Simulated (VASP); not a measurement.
VASP runs on SiC (wurtzite) share one base input (PBE GGA, plane waves, VASP's PBE PAW potentials (set 64)) and change the settings named in each case.

### INCAR
```
SYSTEM = SiC
PREC = Accurate; ENCUT = 520; LREAL = F
LASPH = T
EDIFF = 1E-6; NELM = 100; ALGO = Normal
ISMEAR = 0; SIGMA = 0.05
GGA = PE
ISIF = 2
LWAVE = F; LCHARG = F
```

KPOINTS:
```
kpoints
0
Gamma
  7 7 4
0 0 0
```

POSCAR:
```
SiC
1
    1.5708000000    -2.7207050000     0.0000000000
    1.5708000000     2.7207050000     0.0000000000
    0.0000000000     0.0000000000     5.1510000000
Si C
2 2
Direct
  0.6666670000   0.3333330000   0.5000000000
  0.3333330000   0.6666670000   0.0000000000
  0.6666670000   0.3333330000   0.8750000000
  0.3333330000   0.6666670000   0.3750000000
```

POTCAR, in this order: Si C (PBE.64 set). Program: vasp_std.

```tsv
change	irreducible k-points
base run	24
ISYM = -1	196
ISYM = 0	99
ISYM = 1	24
SYMPREC = 1E-3	24
```

Left out are runs that ran out of time, are held back, or changed the cell or the kind of run, fixed moments of cells without a moment, rows past the twelfth, gaps on odd meshes, pressures of charged cells and columns that move by less than the noise.

The compound is SiC in the wurtzite structure, the rare 2H polytype. The cell was not relaxed at this level.
